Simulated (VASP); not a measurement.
Computed with PBEsol GGA, VASP's PBE PAW potentials (set 64) (plane waves; VASP 6.6.1).

VASP ran on this input.

File KPOINTS:
```
Automatic mesh
0
Gamma
9 9 8
0 0 0
```

**INCAR**
```
# general
SYSTEM =Ag2Rh2
PREC   =Accurate
ENCUT  =400
LREAL  =.False.
LASPH  =.True.

# electronic loop
EDIFF  =1E-6
NELM   =100
ALGO   =Normal
LMAXMIX=4

# smearing
ISMEAR =1
SIGMA  =0.1

# functional
GGA    =PS

# ions
IBRION =2
NSW    =60
ISIF   =3
EDIFFG =-0.01

# output
LWAVE  =.False.
LCHARG =.False.
```

File POSCAR:
```
Ag2Rh2
1.0
  3.8013337103   0.0000000000   0.0000000000
  0.0000000000   3.8013337103   0.0000000000
  0.0000000000   0.0000000000   4.1386886774
Rh Ag
2 2
Cart
  0.0000000000   0.0000000000   0.0000000000
  1.9006668551   1.9006668551   0.0000000000
  1.9006668551   0.0000000000   2.0693443387
  0.0000000000   1.9006668551   2.0693443387
```

POTCAR, in this order: Rh_pv Ag (PBE.64 set). Program: vasp_std.

Output

**OUTCAR**
```
 ion  position               nearest neighbor table
   1  0.000  0.000  0.000-   2 2.69   2 2.69   2 2.69   2 2.69   4 2.81   3 2.81   4 2.81   4 2.81
                             4 2.81   3 2.81   3 2.81   3 2.81
   2  0.500  0.500  0.000-   1 2.69   1 2.69   1 2.69   1 2.69   4 2.81   3 2.81   3 2.81   3 2.81
                             4 2.81   4 2.81   4 2.81   3 2.81
   3  0.500  0.000  0.500-   4 2.69   4 2.69   4 2.69   4 2.69   2 2.81   2 2.81   2 2.81   2 2.81
                             1 2.81   1 2.81   1 2.81   1 2.81
   4  0.000  0.500  0.500-   3 2.69   3 2.69   3 2.69   3 2.69   2 2.81   1 2.81   2 2.81   1 2.81
                             2 2.81   1 2.81   2 2.81   1 2.81
  LATTYP: Found a simple tetragonal cell.
 ALAT       =     3.8013337103
 C/A-ratio  =     1.0887464750
 Subroutine PRICEL returns following result:
  LATTYP: Found a simple tetragonal cell.
 ALAT       =     2.6879488441
 C/A-ratio  =     1.5397200309
 Subroutine GETGRP returns: Found 16 space group operations
The static configuration has the point symmetry D_4h.
The dynamic configuration has the point symmetry D_4h.
 Subroutine INISYM returns: Found 16 space group operations
 Subroutine IBZKPT returns following result:
 Found     75 irreducible k-points:

 Following reciprocal coordinates:
            Coordinates               Weight
  0.000000  0.000000  0.000000      1.000000
  0.111111  0.000000  0.000000      4.000000
  0.222222  0.000000  0.000000      4.000000
  0.333333  0.000000  0.000000      4.000000
  0.444444  0.000000  0.000000      4.000000
  0.111111  0.111111  0.000000      4.000000
  0.222222  0.111111  0.000000      8.000000
  0.333333  0.111111  0.000000      8.000000
  0.444444  0.111111  0.000000      8.000000
  0.222222  0.222222  0.000000      4.000000
  0.333333  0.222222  0.000000      8.000000
  0.444444  0.222222  0.000000      8.000000
  0.333333  0.333333  0.000000      4.000000
  0.444444  0.333333  0.000000      8.000000
  0.444444  0.444444  0.000000      4.000000
  0.000000  0.000000  0.125000      2.000000
  0.111111  0.000000  0.125000      8.000000
  0.222222  0.000000  0.125000      8.000000
  0.333333  0.000000  0.125000      8.000000
  0.444444  0.000000  0.125000      8.000000
  0.111111  0.111111  0.125000      8.000000
  0.222222  0.111111  0.125000     16.000000
  0.333333  0.111111  0.125000     16.000000
  0.444444  0.111111  0.125000     16.000000
  0.222222  0.222222  0.125000      8.000000
  0.333333  0.222222  0.125000     16.000000
  0.444444  0.222222  0.125000     16.000000
  0.333333  0.333333  0.125000      8.000000
  0.444444  0.333333  0.125000     16.000000
  0.444444  0.444444  0.125000      8.000000
  0.000000  0.000000  0.250000      2.000000
  0.111111  0.000000  0.250000      8.000000
  0.222222  0.000000  0.250000      8.000000
  0.333333  0.000000  0.250000      8.000000
  0.444444  0.000000  0.250000      8.000000
  0.111111  0.111111  0.250000      8.000000
  0.222222  0.111111  0.250000     16.000000
  0.333333  0.111111  0.250000     16.000000
  0.444444  0.111111  0.250000     16.000000
  0.222222  0.222222  0.250000      8.000000
   k-points           NKPTS =     75   k-points in BZ     NKDIM =     75   number of bands    NBANDS=     31
   number of dos      NEDOS =    301   number of ions     NIONS =      4
   total plane-waves  NPLWV =  21952
   dimension x,y,z NGX =    28 NGY =   28 NGZ =   28
   dimension x,y,z NGXF=    56 NGYF=   56 NGZF=   56
   ions per type =               2   2
   PREC   = accura    normal or accurate (medium, high low for compatibility)
   ISTART =      0    job   : 0-new  1-cont  2-samecut
   ICHARG =      2    charge: 1-file 2-atom 10-const
   ISPIN  =      1    spin polarized calculation?
...
```

File OSZICAR:
```
       N       E                     dE             d eps       ncg     rms          rms(c)
DAV:   1     0.438634231482E+03    0.43863E+03   -0.26622E+04  5146   0.149E+03
DAV:   2    -0.122506252873E+02   -0.45088E+03   -0.43992E+03  5063   0.439E+02
DAV:   3    -0.234712435795E+02   -0.11221E+02   -0.11023E+02  5119   0.778E+01
DAV:   4    -0.235564458648E+02   -0.85202E-01   -0.85142E-01  5254   0.687E+00
DAV:   5    -0.235577960095E+02   -0.13501E-02   -0.13501E-02  5245   0.882E-01    0.168E+01
DAV:   6    -0.217400883878E+02    0.18177E+01   -0.94138E+00  4896   0.317E+01    0.117E+01
DAV:   7    -0.215489871173E+02    0.19110E+00   -0.21027E+00  4974   0.157E+01    0.446E+00
DAV:   8    -0.214581277409E+02    0.90859E-01   -0.29169E-01  4938   0.693E+00    0.308E+00
DAV:   9    -0.214477409990E+02    0.10387E-01   -0.20743E-02  5000   0.136E+00    0.194E-01
DAV:  10    -0.214473368235E+02    0.40418E-03   -0.12718E-03  5170   0.243E-01    0.776E-02
DAV:  11    -0.214473240132E+02    0.12810E-04   -0.88312E-05  5043   0.721E-02    0.254E-02
DAV:  12    -0.214473213236E+02    0.26895E-05   -0.16584E-05  5000   0.279E-02    0.885E-03
DAV:  13    -0.214473213867E+02   -0.63070E-07   -0.34921E-06  4037   0.204E-02
   1 F= -.21447321E+02 E0= -.21446166E+02  d E =-.214473E+02
       N       E                     dE             d eps       ncg     rms          rms(c)
DAV:   1    -0.214529248496E+02   -0.56035E-02   -0.89656E-02  4657   0.271E+00    0.535E-01
DAV:   2    -0.214481014658E+02    0.48234E-02   -0.27843E-02  4685   0.137E+00    0.224E-01
DAV:   3    -0.214473417343E+02    0.75973E-03   -0.45582E-03  4820   0.802E-01    0.159E-01
DAV:   4    -0.214472452549E+02    0.96479E-04   -0.32295E-04  4855   0.206E-01    0.608E-02
DAV:   5    -0.214472503236E+02   -0.50687E-05   -0.44730E-05  4916   0.464E-02    0.120E-02
DAV:   6    -0.214472504668E+02   -0.14316E-06   -0.51375E-06  4653   0.244E-02
   2 F= -.21447250E+02 E0= -.21446094E+02  d E =0.709199E-04
       N       E                     dE             d eps       ncg     rms          rms(c)
DAV:   1    -0.214499496128E+02   -0.26993E-02   -0.41386E-02  4657   0.184E+00    0.360E-01
DAV:   2    -0.214477201413E+02    0.22295E-02   -0.12653E-02  4678   0.921E-01    0.146E-01
DAV:   3    -0.214474002622E+02    0.31988E-03   -0.19631E-03  4806   0.522E-01    0.108E-01
DAV:   4    -0.214473493516E+02    0.50911E-04   -0.14702E-04  4855   0.139E-01    0.416E-02
DAV:   5    -0.214473427078E+02    0.66438E-05   -0.19436E-05  4888   0.299E-02    0.794E-03
DAV:   6    -0.214473414690E+02    0.12388E-05   -0.24706E-06  3811   0.165E-02    0.157E-03
DAV:   7    -0.214473415128E+02   -0.43834E-07   -0.16103E-07  2353   0.267E-03
   3 F= -.21447342E+02 E0= -.21446186E+02  d E =-.201262E-04
```

**OUTCAR**
```
------------------------ aborting loop because EDIFF is reached ----------------------------------------
  FORCE on cell =-STRESS in cart. coord.  units (eV):
  Direction    XX          YY          ZZ          XY          YZ          ZX
  --------------------------------------------------------------------------------------
  Total       -0.0019174     -0.0019174      0.0188329      0.0000000     -0.0000000      0.0000000
  in kB       -0.0514049     -0.0514049      0.5049080      0.0000000     -0.0000000      0.0000000
  external PRESSURE =       0.1340328 kB  Pullay stress =       0.0000000 kB
  volume of cell :       59.76
      direct lattice vectors                 reciprocal lattice vectors
     3.800242444  0.000000000  0.000000000     0.263141106  0.000000000  0.000000000
     0.000000000  3.800242444 -0.000000000     0.000000000  0.263141106  0.000000000
    -0.000000000 -0.000000000  4.138018727     0.000000000  0.000000000  0.241661545
 POSITION                                       TOTAL-FORCE (eV/Angst)
 -----------------------------------------------------------------------------------
     -0.00000     -0.00000      0.00000         0.000000      0.000000     -0.000000
      1.90012      1.90012     -0.00000        -0.000000      0.000000     -0.000000
      1.90012     -0.00000      2.06901        -0.000000     -0.000000     -0.000000
     -0.00000      1.90012      2.06901         0.000000      0.000000      0.000000
 -----------------------------------------------------------------------------------
    total drift:                                0.000000      0.000000      0.000000
  FREE ENERGIE OF THE ION-ELECTRON SYSTEM (eV)
  ---------------------------------------------------
  free  energy   TOTEN  =       -21.4473415128 eV

  energy  without entropy=      -21.4438743952  energy(sigma->0) =      -21.44618581

 reached required accuracy - stopping structural energy minimisation
```
(Selected blocks of OUTCAR.)

**CONTCAR**
```
Ag2Rh2
   1.00000000000000
     3.8002424436532669    0.0000000000000000    0.0000000000000000
     0.0000000000000000    3.8002424436532669   -0.0000000000000000
    -0.0000000000000000   -0.0000000000000000    4.1380187274125602
  Rh              Ag
     2     2
Direct
     0.0000000000000000    0.0000000000000000    0.0000000000000000
     0.5000000000000000    0.5000000000000000    0.0000000000000000
     0.5000000000000000    0.0000000000000000    0.5000000000000000
     0.0000000000000000    0.5000000000000000    0.5000000000000000
```

File OUTCAR:
```
 val. band max:        9.9048403139   @ k =   0.3333   0.3333   0.5000

 cond. band min:       9.9132767969   @ k =   0.3333   0.0000   0.0000


 Fermi energy:         9.9103764447

 k-point     1 :       0.0000    0.0000    0.0000
  band No.  band energies     occupation
      1     -36.1418      2.00000
      2     -36.1418      2.00000
      3     -35.7954      2.00000
      4     -35.7897      2.00000
      5     -35.7897      2.00000
      6     -35.7146      2.00000
      7       2.0452      2.00000
      8       3.1848      2.00000
      9       3.5158      2.00000
     10       3.5469      2.00000
     11       3.8339      2.00000
     12       3.8339      2.00000
     13       4.0034      2.00000
     14       5.8993      2.00000
     15       5.8993      2.00000
     16       6.2831      2.00000
     17       6.9015      2.00000
     18       7.6541      2.00000
     19       7.8211      2.00000
     20       8.1030      2.00000
     21       9.3547      2.00000
     22       9.3547      2.00000
     23      10.1001     -0.02197
     24      10.1085     -0.01700
     25      10.1085     -0.01700
     26      10.4396     -0.00000
     27      11.4752     -0.00000
     28      11.6130     -0.00000
     29      13.0286      0.00000
     30      13.0286      0.00000
     31      18.4335      0.00000

 k-point     2 :       0.1111    0.0000    0.0000
  band No.  band energies     occupation
      1     -36.1322      2.00000
      2     -36.1316      2.00000
      3     -35.8014      2.00000
      4     -35.8004      2.00000
      5     -35.7929      2.00000
      6     -35.7172      2.00000
      7       2.2033      2.00000
      8       3.2741      2.00000
      9       3.5989      2.00000
     10       3.6400      2.00000
     11       3.8899      2.00000
     12       3.8995      2.00000
     13       4.0779      2.00000
     14       5.8314      2.00000
     15       5.8928      2.00000
     16       6.3760      2.00000
     17       6.8298      2.00000
...
```

The structure was generated: Ag2Rh2 was put into an ordered model structure (P4/mmm), which need not be its known phase. This run relaxes it. Symmetry was kept, so distortions that lower it aren't found. The start is the result of an earlier pass.
